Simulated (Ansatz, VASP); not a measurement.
## ZnH2S2: VASP beside Ansatz

Wanted: the spread between two codes on one cell, functional and k mesh. The cell is taken from a series of runs on this material, whose earlier steps may have relaxed, scaled, displaced or heated it; both programs get it as it stands.

Method: plane waves, with VASP 6.6.1 beside it; single point at PBE, in Ansatz 0.2.0.

The structure was built from a prototype and need not be the compound's stable phase.

**1. The starting structure**

It takes space group P-3m1 (No. 164, trigonal). The conventional cell has a = 3.902 Å, b = 3.902 Å, c = 6.275 Å, α = 90.00°, β = 90.00°, γ = 120.00°. Nearest to Zn lie 6 S at 2.55 Å. Nearest to S lie 1 H at 1.36 Å and 3 Zn at 2.55 Å. Nearest to H lie 1 S at 1.36 Å. As first built, before any earlier steps moved the atoms (in the runner's words): all Mn replaced by Zn and O replaced by S in the P-3m1 structure of MnH2O2. Farther neighbours and most contacts between anions are not listed.

Coordinates:

```
Zn S H
1.0
     3.90245    0.00000    0.00000
    -1.95122    3.37962    0.00000
     0.00000    0.00000    6.27465
Zn S H
1 2 2
Direct
  0.00000 0.00000 0.00000
  0.66667 0.33333 0.80885
  0.33333 0.66667 0.19115
  0.66667 0.33333 0.59262
  0.33333 0.66667 0.40738
```

**2. VASP: single point, PBE**

A single point gives forces, pressure and levels at one fixed geometry, so differences don't come from the geometry; what else differs is listed under the comparison.

Lines of VASP's logs that name or quote its potential files are left out, and so is its time.

The input, INCAR:

```
SYSTEM = ZnH2S2
PREC = Accurate
ENCUT = 500
EDIFF = 1E-06
NELM = 120
ISMEAR = -1
SIGMA = 0.05
LREAL = .FALSE.
ALGO = Normal
GGA = PE
NBANDS = 19
LORBIT = 11
LWAVE = .FALSE.
LCHARG = .FALSE.
ISIF = 2
LASPH = .TRUE.
GGA_COMPAT = .FALSE.
EFERMI = MIDGAP
KPAR = 2
```

The input, POSCAR:

```
ZnH2S2
1.0
    3.9024483996      0.0000000030      0.0000000000
   -1.9512242024      3.3796194495      0.0000000000
    0.0000000000      0.0000000000      6.2746544598
Zn S H
1 2 2
Direct
    0.0000000000      0.0000000000      0.0000000000
    0.6666666667      0.3333333333      0.8088451515
    0.3333333333      0.6666666667      0.1911548485
    0.6666666667      0.3333333333      0.5926165999
    0.3333333333      0.6666666667      0.4073834001
```

The input, KPOINTS:

```
Automatic mesh
0
Gamma
7 7 4
0 0 0
```

PAW data sets: Zn, S and H (PBE family, release 64).

Started as:

```sh
$ mpirun -np 2 vasp_std
```

Numbers of over 12 decimals in the logs are rounded to 6 here.

The program printed:

```text
[banner, memory and clock lines left out]
running    2 mpi-ranks, on    1 nodes
 distrk:  each k-point on    1 cores,    2 groups
 distr:  one band on    1 cores,    1 groups

 POSCAR found type information on POSCAR ZnS H
 POSCAR found :  3 types and       5 ions
 LDA part: xc-table for (Slater+PW92), standard interpolation
 POSCAR, INCAR and KPOINTS ok, starting setup
 FFT: planning ... GRIDC
 FFT: planning ... GRID_SOFT
 FFT: planning ... GRID
 WAVECAR not read
 entering main loop
       N       E                     dE             d eps       ncg     rms          rms(c)
DAV:   1     0.152805387549E+03    0.15281E+03   -0.11956E+04  1064   0.134E+03
DAV:   2    -0.280486167850E+01   -0.15561E+03   -0.14917E+03  1185   0.282E+02
DAV:   3    -0.179511713379E+02   -0.15146E+02   -0.15036E+02  1335   0.910E+01
DAV:   4    -0.182304460574E+02   -0.27927E+00   -0.27892E+00  1302   0.127E+01
DAV:   5    -0.182353526870E+02   -0.49066E-02   -0.49062E-02  1329   0.165E+00    0.123E+01
DAV:   6    -0.175010642328E+02    0.73429E+00   -0.14860E+00  1511   0.331E+01    0.799E+00
DAV:   7    -0.174161786500E+02    0.84886E-01   -0.98436E-01  1181   0.634E+00    0.267E+00
DAV:   8    -0.174082899829E+02    0.78887E-02   -0.43354E-02  1239   0.173E+00    0.798E-01
DAV:   9    -0.174075259913E+02    0.76399E-03   -0.12791E-02  1219   0.137E+00    0.248E-01
DAV:  10    -0.174076382574E+02   -0.11227E-03   -0.91509E-04  1394   0.743E-01    0.113E-01
DAV:  11    -0.174078657797E+02   -0.22752E-03   -0.47400E-04  1106   0.225E-01    0.238E-02
DAV:  12    -0.174078671277E+02   -0.13481E-05   -0.30678E-05  1506   0.483E-02    0.220E-02
DAV:  13    -0.174078751264E+02   -0.79986E-05   -0.13825E-05  1112   0.483E-02    0.352E-03
DAV:  14    -0.174078753129E+02   -0.18650E-06   -0.64946E-07  1058   0.113E-02
   1 F= -.17407875E+02 E0= -.17407875E+02  d E =-.479099E-10
```

OUTCAR, selected parts (step 2):

```text
ion  position               nearest neighbor table
   1  0.000  0.000  0.000-   2 2.55   3 2.55   3 2.55   2 2.55   2 2.55   3 2.55
   2  0.667  0.333  0.809-   4 1.36   1 2.55   1 2.55   1 2.55
   3  0.333  0.667  0.191-   5 1.36   1 2.55   1 2.55   1 2.55
   4  0.667  0.333  0.593-   2 1.36
   5  0.333  0.667  0.407-   3 1.36

  LATTYP: Found a hexagonal cell.
 ALAT       =     3.9024483996
 C/A-ratio  =     1.6078763426

 Subroutine GETGRP returns: Found 12 space group operations
 (whereof 12 operations were pure point group operations)

The static configuration has the point symmetry D_3d.

 Found     28 irreducible k-points:

   k-points           NKPTS =     28   k-points in BZ     NKDIM =     28   number of bands    NBANDS=     19

   dimension x,y,z NGX =    28 NGY =   28 NGZ =   48
   dimension x,y,z NGXF=    56 NGYF=   56 NGZF=   96

   ENCUT  =  500.0 eV  36.75 Ry    6.06 a.u.   7.12  7.12 11.44*2*pi/ulx,y,z

   NELECT =      26.0000    total number of electrons

 k-points in reciprocal lattice and weights: Automatic mesh
   0.00000000  0.00000000  0.00000000       0.005
   0.14285714  0.00000000  0.00000000       0.031
   0.28571429  0.00000000  0.00000000       0.031
   0.42857143 -0.00000000  0.00000000       0.031
   0.14285714  0.14285714  0.00000000       0.031
   0.28571429  0.14285714  0.00000000       0.061
   0.42857143  0.14285714  0.00000000       0.031
   0.28571429  0.28571429  0.00000000       0.031
   0.00000000  0.00000000  0.25000000       0.010
[...]
0.42857143  0.14285714  0.50000000       0.031
   0.28571429  0.28571429  0.50000000       0.031

 average (electrostatic) potential at core
       1 -37.3141       2 -89.7785       3 -89.7785       4 -36.9065       5 -36.9065

 E-fermi :   2.0980

 k-point     1 :       0.0000    0.0000    0.0000
  band No.  band energies     occupation
    ...
      9      -2.5382      2.00000
     10       0.4302      2.00000
     11       0.4302      2.00000
     12       0.5598      2.00000
     13       0.5598      2.00000
     14       3.2211      0.00000
     15       4.4020      0.00000
     16       6.4160      0.00000
     17       7.6566      0.00000
     18       7.6566      0.00000
    ...

 k-point     2 :       0.1429    0.0000    0.0000
  band No.  band energies     occupation
    ...
      9      -2.5362      2.00000
     10      -0.7543      2.00000
     11      -0.1253      2.00000
     12       0.1945      2.00000
     13       0.8687      2.00000
     14       4.0786      0.00000
     15       5.0710      0.00000
     16       5.8961      0.00000
     17       7.9071      0.00000
     18       8.0422      0.00000
    ...

 k-point     3 :       0.2857    0.0000    0.0000
  band No.  band energies     occupation
    ...
      9      -2.7816      2.00000
     10      -2.0148      2.00000
     11      -0.7561      2.00000
     12      -0.7273      2.00000
     13       0.9748      2.00000
     14       4.5774      0.00000
     15       5.2174      0.00000
     16       6.6631      0.00000
     17       7.7249      0.00000
     18       8.2448      0.00000
    ...

  Total       -0.0112058     -0.0112058     -0.1987332      0.0000000      0.0000000     -0.0000000
  in kB       -0.2169504     -0.2169504     -3.8475666      0.0000000      0.0000000     -0.0000000
  external PRESSURE =      -1.4271558 kB  Pullay stress =       0.0000000 kB

  energy-cutoff  :      500.00
  volume of cell :       82.76
      direct lattice vectors                 reciprocal lattice vectors
     3.902448400  0.000000003  0.000000000     0.256249384  0.147945651  0.000000000
    -1.951224202  3.379619449  0.000000000    -0.000000000  0.295891302  0.000000000
     0.000000000  0.000000000  6.274654460     0.000000000  0.000000000  0.159371326

 POSITION                                       TOTAL-FORCE (eV/Angst)
 -----------------------------------------------------------------------------------
      0.00000      0.00000      0.00000        -0.000000     -0.000000      0.000000
      1.95122      1.12654      5.07522        -0.000000      0.000000     -0.082014
     -0.00000      2.25308      1.19943         0.000000     -0.000000      0.082014
      1.95122      1.12654      3.71846        -0.000000      0.000000      0.072584
     -0.00000      2.25308      2.55619        -0.000000     -0.000000     -0.072584
 -----------------------------------------------------------------------------------
    total drift:                               -0.000000      0.000000      0.000000

  FREE ENERGIE OF THE ION-ELECTRON SYSTEM (eV)
  ---------------------------------------------------
  free  energy   TOTEN  =       -17.4078753129 eV

  energy  without entropy=      -17.4078753128  energy(sigma->0) =      -17.40787531

 total charge
# of ion       s       p       d       tot
------------------------------------------
    1        0.437   0.360   9.813  10.609
    2        1.330   2.426   0.000   3.756
    3        1.330   2.426   0.000   3.756
    4        0.551   0.036   0.000   0.587
    5        0.551   0.036   0.000   0.587
--------------------------------------------------
tot          4.199   5.285   9.813  19.297

[... 3 further parts left out ...]
```

The run ends at a pressure of -0.14 GPa, with forces up to 0.082 eV/Å.

**3. Ansatz: single point, PBE**

Ansatz runs on its default PAW (the set named soft_2) files.

The same cell, functional, mesh and smearing now go to Ansatz, which takes its cutoff from its data sets.

The input, input.yaml:

```yaml
crystal:
  lattice:
    - [3.9024483996, 3.0e-09, 0.0]
    - [-1.9512242024, 3.3796194495, 0.0]
    - [0.0, 0.0, 6.2746544598]
  atoms:
    - { symbol: Zn, position: [0.0, 0.0, 0.0] }
    - { symbol: S, position: [0.6666666667, 0.3333333333, 0.8088451515] }
    - { symbol: S, position: [0.3333333333, 0.6666666667, 0.1911548485] }
    - { symbol: H, position: [0.6666666667, 0.3333333333, 0.5926165999] }
    - { symbol: H, position: [0.3333333333, 0.6666666667, 0.4073834001] }
kpoints:
  mp_grid: { grid: [7, 7, 4] }
  band_path:
    path:
      - [[0.0, 0.0, 0.0], [0.5, 0.0, 0.0], [0.33333333, 0.33333333, 0.0], [0.0, 0.0, 0.0], [0.0, 0.0, 0.5], [0.5, 0.0, 0.5], [0.33333333, 0.33333333, 0.5], [0.0, 0.0, 0.5]]
      - [[0.5, 0.0, 0.5], [0.5, 0.0, 0.0]]
      - [[0.33333333, 0.33333333, 0.0], [0.33333333, 0.33333333, 0.5]]
    npoints: 7
scf:
  occupations: { method: fermi_dirac, width: 0.05 }
  n_extra_bands: 9
hamiltonian:
  xc: pbe
  pseudopotentials: { kind: paw }
output:
  forces: true
  stress: true
  populations: true
  write_bands: true
  write_density: true
  write_potential: true
  elf: true
  volumetric_format: npy
```

Started as:

```sh
$ ansatz run input.yaml --threads 2 --pin off --max-ram 5120MiB --backend cpu --events-out ev --progress --plain --runs-dir out
```

The program printed:

```text
scf.n_extra_bands = 9 over 13 filled bands (N_el = 26.0): the run solves 22 bands
Engine: ansatz 0.2.0, aarch64-unknown-linux-gnu
Pseudopotentials: kind: paw
Pseudopotential: Zn, paw, valence charge 12, recommended cutoff 420 eV (normal), Zn.paw.azcp
Pseudopotential: S, paw, valence charge 6, recommended cutoff 420 eV (normal), S.paw.azcp
Pseudopotential: H, paw, valence charge 1, recommended cutoff 420 eV (normal), H.paw.azcp
Functional definition: PBE
  parameter kappa = 0.804
  parameter beta = 0.066725
  exchange = pbe_x(kappa = kappa, mu = beta*pi^2/3)
  correlation = pbe_c(beta = beta)
Crystal: 5 atoms, lattice volume = 82.755 Å³
Basis set: ecut = 420 eV, 1641 PW (Γ), exchange–correlation on 54×54×90 points (8 copies of the dense FFT grid, shifted against one another)
Bands: 22, of which v1, the nominal top of the filled ones, is band 13 counted from 1 (12 counted from 0)
Symmetry: 12 space group operations
Space group: P-3m1 (ITA 164), of the structure as read, at distance tolerance 4.4e-5 Å
k-points: 28 of 196
Non-local potential: Zn, projectors of the file, l = 0: 2, l = 1: 2, l = 2: 3, l = 3: 1
Non-local potential: S, projectors of the file, l = 0: 2, l = 1: 2, l = 2: 2
Non-local potential: H, projectors of the file, l = 0: 2, l = 1: 1
PAW form: soft (Blöchl's): semilocal exchange-correlation on the pseudo side does not see the compensation charge
PAW one-centre angular grid: Zn, 590 points (default); XC on 64 Gauss nodes
PAW one-centre angular grid: S, 110 points (default); XC on 64 Gauss nodes
PAW one-centre angular grid: H, 110 points (default); XC on 64 Gauss nodes
Initial density: superposition of atomic densities (neutral atoms: chi_scale 0, normalization atom), corrected by the library's trained network
Initial wavefunctions: pseudopotential atomic-orbital guess
Functional: x = pbe(κ = 0.804, μ = 0.219515), c = pbe(β = 0.066725)
SCF iter   1: F=—  HF=-5156.176881 eV  |F-HF|=—  |Δ(HF+E_count)|=         —  Δρ=1.90e-3  dr2=2.06e-3  ethr=1.77e-3  ⟨swp⟩=5.7  Hψ=3106  notcnv=0  defer=11
preconditioner: auto → Resta (q_TF=auto, 2.250 Å⁻¹)  ε∞=3.7  [insulator: Δε(μ)=2.232 eV  Ē_g=12.657 eV  σ=0.050 eV  W_gap=1.00  n_scr=22 (ndim 8)  ℏωp=20.8 eV  f_vac=0.086  D(μ)=0.00/eV (n_scr^D=0)  ε∞_Penn≈3.7]
SCF iter   2: F=—  HF=-5156.176643 eV  |F-HF|=—  |Δ(HF+E_count)|=   2.38e-4  Δρ=9.24e-4  dr2=4.55e-4  ethr=7.91e-6  ⟨swp⟩=2.2  Hψ=1148  notcnv=0  defer=53
SCF iter   3: F=—  HF=-5156.176947 eV  |F-HF|=—  |Δ(HF+E_count)|=   3.03e-4  Δρ=5.32e-4  dr2=1.70e-4  ethr=1.75e-6  ⟨swp⟩=2.0  Hψ=845  notcnv=0  defer=53
SCF iter   4: F=—  HF=-5156.176993 eV  |F-HF|=—  |Δ(HF+E_count)|=   4.62e-5  Δρ=1.25e-4  dr2=1.45e-5  ethr=6.54e-7  ⟨swp⟩=2.0  Hψ=837  notcnv=0  defer=53
SCF iter   5: F=—  HF=-5156.176892 eV  |F-HF|=—  |Δ(HF+E_count)|=   1.01e-4  Δρ=4.40e-5  dr2=2.23e-6  ethr=5.56e-8  ⟨swp⟩=2.0  Hψ=846  notcnv=0  defer=53
SCF iter   6: F=—  HF=-5156.176894 eV  |F-HF|=—  |Δ(HF+E_count)|=   2.24e-6  Δρ=1.59e-5  dr2=2.81e-7  ethr=8.59e-9  ⟨swp⟩=2.4  Hψ=871  notcnv=0  defer=53
SCF iter   7: F=-5156.176895 eV  HF=-5156.176895 eV  |F-HF|=2.84e-8  |Δ(HF+E_count)|=   3.70e-7  Δρ=5.98e-6  dr2=2.22e-8  ethr=3.85e-10  ⟨swp⟩=13.1  Hψ=4344  notcnv=0
SCF 1 converged in 7 iterations: F = -5156.176895 eV  dr2 = 2.22e-8
  greatest PAW one-centre occupation: 0.989 electrons in one spin orbital (limit 2), on the Zn atom at site 0 (counted from 0), in its partial waves of l = 2
NSCF: frozen V_eff on 66 k-points
SCF converged after 7 iterations
Free energy (F): -5156.176895 eV
Harris-Foulkes:  -5156.176895 eV  (|F-HF|=2.84e-8)
Internal energy: -5156.176895 eV  (E = F + TS)
E sigma→0 (E₀):  -5156.176895 eV
Fermi energy:    4.286997 eV
--- Per-component energies (eV) ---
  E_band       = -63.084273
  E_kinetic    = 370.295801
  E_local      = -2816.241452  (includes V_loc(G=0)·N_el)
  E_nonlocal   = 677.555873
  E_hartree    = 1183.462376
  E_xc         = -347.450577
  E_vxc        = -247.486231  (∫ρ·V_xc dr)
  E_paw        = -3033.094257  (= ΣΔE_a)
  E_vpaw       = -414.133471  (= ΣTr[D̂ρ^β])
  E_aug_tail   = -0.002645  (compensation charges beyond the density's cutoff)
  E_ewald      = -1190.702014
  E_smearing   = -0.000000  (= −TS)
  E_closure    = 0.000000  (closes the sum)
  Σ components = -5156.176895   (vs F -5156.176895, Δ=0.00e0)
--- Forces (eV/Å), atoms counted from 1 ---
  atom   1  Zn     0.00000000     0.00000000     0.00000000
  atom   2  S     -0.00000000     0.00000000     0.00069804
  atom   3  S      0.00000000    -0.00000000    -0.00069804
  atom   4  H      0.00000000     0.00000000     0.00045220
  atom   5  H     -0.00000000    -0.00000000    -0.00045220
  max |Σ_I F_I| component: 9.28e-18 eV/Å
--- Stress (GPa, compression-positive) ---
       -0.007742       0.000000       0.000000
       -0.000000      -0.007742       0.000000
        0.000000       0.000000       0.004670
  P = ⅓ Tr σ = -0.0036 GPa (-0.036 kbar)
--- Band table (eV; the first three rows and the last of 28) ---
  k-point 0: bands = [... 9 lower, 2.5459, 2.5459, 2.6781, 2.6781, 5.3291, 6.5103, 8.5113, 9.7504, ... 5 higher]
  k-point 1: bands = [... 9 lower, 2.5214, 2.5214, 2.7082, 2.7082, 5.8995, 6.6699, 8.3519, 9.6373, ... 5 higher]
  k-point 2: bands = [... 9 lower, 2.5032, 2.5032, 2.7321, 2.7321, 6.6913, 6.8607, 8.2621, 8.5541, ... 5 higher]
  k-point 27: bands = [... 9 lower, -1.2455, 0.9439, 1.7851, 1.9634, 7.3179, 7.5837, 7.9778, 10.3947, ... 5 higher]
--- Löwdin populations: 5 sites ---
  site symbol       q [e]
     0     Zn     10.7184
     1      S      6.6149
     2      S      6.6149
     3      H      0.8673
     4      H      0.8673
  spilling = 0.012198 (of n_electrons = 26.000000)
```

**4. Side by side**

Known differences besides the potentials themselves: the cutoff is 420 eV in Ansatz and 500 eV in VASP. Total energies have different zeros and are not compared.

The two programs side by side:

```
              quantity  Ansatz   VASP  difference
        pressure (GPa)    0.00  -0.14       +0.14
gap on the k mesh (eV)   2.237  2.246      -0.009
```

Forces (eV/Å; atoms numbered as in POSCAR):

```
atom        Ansatz x, y, z          VASP x, y, z
 Zn1   0.000, 0.000, 0.000   0.000, 0.000, 0.000
  S2   0.000, 0.000, 0.001  0.000, 0.000, -0.082
  S3  0.000, 0.000, -0.001   0.000, 0.000, 0.082
  H4   0.000, 0.000, 0.000   0.000, 0.000, 0.073
  H5   0.000, 0.000, 0.000  0.000, 0.000, -0.073
```

The forces differ by 40 meV/Å r.m.s., where the r.m.s. force is 0.000 eV/Å in Ansatz and 0.040 eV/Å in VASP: the atoms lie near their places of rest in Ansatz, so a percentage would say little (all taken over all components). A gap on the mesh is an upper bound, since the band edges may lie between its points.

**5. What came out**

```yaml
r_m_s_force_difference_single_point_pbe: 40 meV/Å
```

The r.m.s. force difference is 40 meV/Å (single point, PBE), beyond the 12 meV/Å picked in this series as the mark of a large difference. What causes the difference of the single point, PBE pair stays open here. Such differences can come from data sets, numerical settings and the points named under the comparisons, not from the functional's error against experiment.

[Lines on the potential files, build, host, timing and source positions are cut from VASP's logs without a mark.]

[Logs are printed without paths, hosts, clocks, repeated set-up lines and the standing remarks that a program may print on its own settings, such as how far it seeks lower states.]

[Hosts, paths, dates, database ids (printed as entryN), source tags and the programs' standing remarks are cut or masked in the printed files.]
